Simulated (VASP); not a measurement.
Output of a VASP run:

File OSZICAR:
```
...
DAV:   1    -0.459828959439E+03   -0.10969E-03   -0.15664E-02   400   0.331E-01    0.401E-02
RMM:   2    -0.459828961831E+03   -0.23922E-05   -0.38678E-04   324   0.490E-02    0.164E-02
RMM:   3    -0.459828959278E+03    0.25535E-05   -0.63667E-05   315   0.190E-02    0.862E-03
RMM:   4    -0.459828959274E+03    0.32996E-08   -0.16844E-05   198   0.855E-03
   9 F= -.45982896E+03 E0= -.45981945E+03  d E =-.240489E-01
       N       E                     dE             d eps       ncg     rms          rms(c)
DAV:   1    -0.459840092030E+03   -0.11133E-01   -0.12191E+00   332   0.284E+00    0.399E-01
RMM:   2    -0.459842026986E+03   -0.19350E-02   -0.52711E-02   324   0.577E-01    0.194E-01
RMM:   3    -0.459841592229E+03    0.43476E-03   -0.66309E-03   325   0.210E-01    0.103E-01
RMM:   4    -0.459841545021E+03    0.47207E-04   -0.20723E-03   328   0.940E-02    0.324E-02
RMM:   5    -0.459841566102E+03   -0.21080E-04   -0.28374E-04   338   0.394E-02    0.204E-02
RMM:   6    -0.459841572227E+03   -0.61255E-05   -0.78512E-05   327   0.191E-02
  10 F= -.45984157E+03 E0= -.45983959E+03  d E =-.126130E-01
       N       E                     dE             d eps       ncg     rms          rms(c)
DAV:   1    -0.459841574668E+03   -0.85668E-05   -0.88468E-05   328   0.241E-02    0.503E-03
RMM:   2    -0.459841575118E+03   -0.44969E-06   -0.53582E-06   193   0.595E-03    0.283E-03
RMM:   3    -0.459841575266E+03   -0.14814E-06   -0.10054E-06   138   0.261E-03    0.127E-03
RMM:   4    -0.459841575311E+03   -0.45093E-07   -0.20862E-07    87   0.170E-03
  11 F= -.45984158E+03 E0= -.45983963E+03  d E =-.126160E-01
       N       E                     dE             d eps       ncg     rms          rms(c)
DAV:   1    -0.459844605554E+03   -0.30303E-02   -0.47227E-01   340   0.177E+00    0.223E-01
RMM:   2    -0.459845896936E+03   -0.12914E-02   -0.19624E-02   324   0.354E-01    0.115E-01
RMM:   3    -0.459845827933E+03    0.69003E-04   -0.23995E-03   328   0.128E-01    0.668E-02
RMM:   4    -0.459845789426E+03    0.38507E-04   -0.78409E-04   326   0.590E-02    0.187E-02
RMM:   5    -0.459845793464E+03   -0.40381E-05   -0.10138E-04   331   0.247E-02    0.120E-02
RMM:   6    -0.459845795276E+03   -0.18119E-05   -0.39830E-05   238   0.127E-02
  12 F= -.45984580E+03 E0= -.45984498E+03  d E =-.421996E-02
       N       E                     dE             d eps       ncg     rms          rms(c)
DAV:   1    -0.459845912716E+03   -0.11925E-03   -0.10610E-02   384   0.269E-01    0.334E-02
RMM:   2    -0.459845946319E+03   -0.33603E-04   -0.48363E-04   324   0.551E-02    0.174E-02
RMM:   3    -0.459845945174E+03    0.11447E-05   -0.55310E-05   309   0.197E-02    0.110E-02
RMM:   4    -0.459845943434E+03    0.17408E-05   -0.18539E-05   193   0.914E-03
  13 F= -.45984594E+03 E0= -.45984504E+03  d E =-.436812E-02
       N       E                     dE             d eps       ncg     rms          rms(c)
DAV:   1    -0.459846905771E+03   -0.96060E-03   -0.12546E-01   332   0.936E-01    0.102E-01
RMM:   2    -0.459847063494E+03   -0.15772E-03   -0.31937E-03   324   0.142E-01    0.481E-02
RMM:   3    -0.459847044778E+03    0.18716E-04   -0.50663E-04   329   0.537E-02    0.249E-02
RMM:   4    -0.459847041325E+03    0.34524E-05   -0.11965E-04   329   0.237E-02    0.840E-03
RMM:   5    -0.459847042712E+03   -0.13873E-05   -0.17540E-05   199   0.100E-02
  14 F= -.45984704E+03 E0= -.45984551E+03  d E =-.109928E-02
```

### OUTCAR
```
------------------------ aborting loop because EDIFF is reached ----------------------------------------
  FORCE on cell =-STRESS in cart. coord.  units (eV):
  Direction    XX          YY          ZZ          XY          YZ          ZX
  --------------------------------------------------------------------------------------
  Total        3.6779634      3.7469353      3.7330483     -0.3197760     -0.3148572      0.3062665
  in kB        8.7710958      8.9355779      8.9024606     -0.7625921     -0.7508619      0.7303750
  external PRESSURE =       8.8697114 kB  Pullay stress =       0.0000000 kB
  volume of cell :      671.84
      direct lattice vectors                 reciprocal lattice vectors
     8.758331436  0.000000000  0.000000000     0.114176999  0.000000000  0.000000000
     0.000000000  8.758331436  0.000000000     0.000000000  0.114176999  0.000000000
     0.000000000  0.000000000  8.758331436     0.000000000  0.000000000  0.114176999
  FREE ENERGIE OF THE ION-ELECTRON SYSTEM (eV)
  ---------------------------------------------------
  free  energy   TOTEN  =      -459.8470427125 eV

  energy  without entropy=     -459.8439734997  energy(sigma->0) =     -459.84550811

 reached required accuracy - stopping structural energy minimisation
```
(Selected blocks of OUTCAR.)

POSCAR:
```
C33Si31
1
    8.7583314355     0.0000000000     0.0000000000
    0.0000000000     8.7583314355    -0.0000000000
   -0.0000000000    -0.0000000000     8.7583314355
Si C
31 33
Direct
  0.5000000000   0.0000000000   0.0000000000
  0.7500000000   0.2500000000   0.0000000000
  0.7500000000   0.0000000000   0.2500000000
  0.0000000000   0.0000000000   0.0000000000
  0.2500000000   0.2500000000   0.0000000000
  0.5000000000   0.5000000000   0.0000000000
  0.7500000000   0.7500000000   0.0000000000
  0.2500000000   0.0000000000   0.2500000000
  0.5023210000   0.2556390000   0.2515680000
  0.7443200000   0.4950950000   0.2507830000
  0.5000000000   0.0000000000   0.5000000000
  0.7451240000   0.2475020000   0.4952490000
  0.7500000000   0.0000000000   0.7500000000
  0.0000000000   0.5000000000   0.0000000000
  0.2500000000   0.7500000000   0.0000000000
  0.0000000000   0.2500000000   0.2500000000
  0.2495340000   0.5005020000   0.2508780000
  0.5017060000   0.7554790000   0.2524830000
  0.0000000000   0.0000000000   0.5000000000
  0.2445250000   0.2455440000   0.4970800000
  0.7537180000   0.7494700000   0.5012080000
  0.2500000000   0.0000000000   0.7500000000
  0.5046120000   0.2502240000   0.7550110000
  0.7477730000   0.4970010000   0.7488680000
  0.0000000000   0.7500000000   0.2500000000
  0.0000000000   0.5000000000   0.5000000000
  0.2467700000   0.7485650000   0.4992440000
  0.0000000000   0.2500000000   0.7500000000
  0.2448210000   0.4976280000   0.7448060000
  0.5043120000   0.7546730000   0.7494530000
  0.0000000000   0.7500000000   0.7500000000
  0.6250000000   0.1250000000   0.1250000000
  0.8750000000   0.3750000000   0.1250000000
  0.8750000000   0.1250000000   0.3750000000
  0.1250000000   0.1250000000   0.1250000000
  0.3750000000   0.3750000000   0.1250000000
  0.6250000000   0.6250000000   0.1250000000
  0.8750000000   0.8750000000   0.1250000000
  0.3750000000   0.1250000000   0.3750000000
  0.6194760000   0.3708670000   0.3766670000
  0.8750000000   0.6250000000   0.3750000000
  0.6250000000   0.1250000000   0.6250000000
  0.8750000000   0.3750000000   0.6250000000
  0.8750000000   0.1250000000   0.8750000000
  0.1250000000   0.6250000000   0.1250000000
  0.3750000000   0.8750000000   0.1250000000
  0.1250000000   0.3750000000   0.3750000000
  0.3696710000   0.6215410000   0.3722810000
  0.6250000000   0.8750000000   0.3750000000
  0.1250000000   0.1250000000   0.6250000000
  0.3790660000   0.3693880000   0.6206950000
  0.4976020000   0.5004570000   0.4955750000
  0.6282760000   0.6215820000   0.6243370000
  0.8750000000   0.8750000000   0.6250000000
  0.3750000000   0.1250000000   0.8750000000
  0.6250000000   0.3750000000   0.8750000000
  0.8750000000   0.6250000000   0.8750000000
  0.1250000000   0.8750000000   0.3750000000
  0.1250000000   0.6250000000   0.6250000000
  0.3750000000   0.8750000000   0.6250000000
  0.1250000000   0.3750000000   0.8750000000
  0.3750000000   0.6250000000   0.8750000000
  0.6250000000   0.8750000000   0.8750000000
  0.1250000000   0.8750000000   0.8750000000
```

**Question.** Write an INCAR and KPOINTS that could have produced this output.

**Answer.** This is not unique; one that fits is the input of the run itself, PBE GGA, plane waves, VASP's PBE PAW potentials (set 64).

**INCAR**
```
SYSTEM = C33Si31
PREC = Normal
ENCUT = 400
EDIFF = 1E-5
NELM = 100
ALGO = Fast
LREAL = Auto
LASPH = .TRUE.
ISMEAR = 0
SIGMA = 0.05
GGA = PE
LWAVE = .FALSE.
LCHARG = .FALSE.
NELMIN = 4
ISYM = 0
NELECT = 258.0
IBRION = 2
ISIF = 2
NSW = 60
EDIFFG = -0.03
```

File KPOINTS:
```
Automatic mesh
0
Gamma
1 1 1
0 0 0
```

POTCAR, in this order: Si C (PBE.64 set). Program: vasp_gam.

At this cut-off the stress carries a Pulay error, which pulls relaxed volumes low. The cell is charged, with a uniform compensating background. The supercell is sampled at Γ alone, which is coarse: total energies, pressure and levels can be off, energies of defects by several tenths of an eV.

The cell is a supercell with a defect, built from SiC (zinc blende): C_Si, charge -2. The run is not spin-polarised, so no state with unpaired spins was tried.
